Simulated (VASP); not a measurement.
Given:

```
CELL_PARAMETERS angstrom
      0.00000     2.73253     2.73253
      2.73253     0.00000     2.73253
      2.73253     2.73253     0.00000
ATOMIC_POSITIONS crystal
  Na 0.00000 0.00000 0.00000
  Cl 0.50000 0.50000 0.50000
```

Calculation: LDA (Ceperley-Alder, Perdew-Zunger), VASP's LDA PAW potentials (set 64) (plane waves; VASP 6.6.1). Numerical set-up: 520 eV cut-off, 8×8×8 Γ-centred mesh, Gaussian smearing of 0.050 eV, potentials Na_pv Cl.

Estimate the energy per atom (σ→0), band gap (on the k-mesh) with the smallest direct gap where there is one.

```json
{
 "band gap (on the k-mesh)": "5.08 eV",
 "smallest direct gap (on the k-mesh)": "5.08 eV",
 "energy per atom (σ→0)": "-3.695 eV/atom"
}
```

Only differences to runs with the same potentials and settings are physical.

The compound is NaCl in the rock salt structure. It was relaxed first, which changed the volume by -9 %.
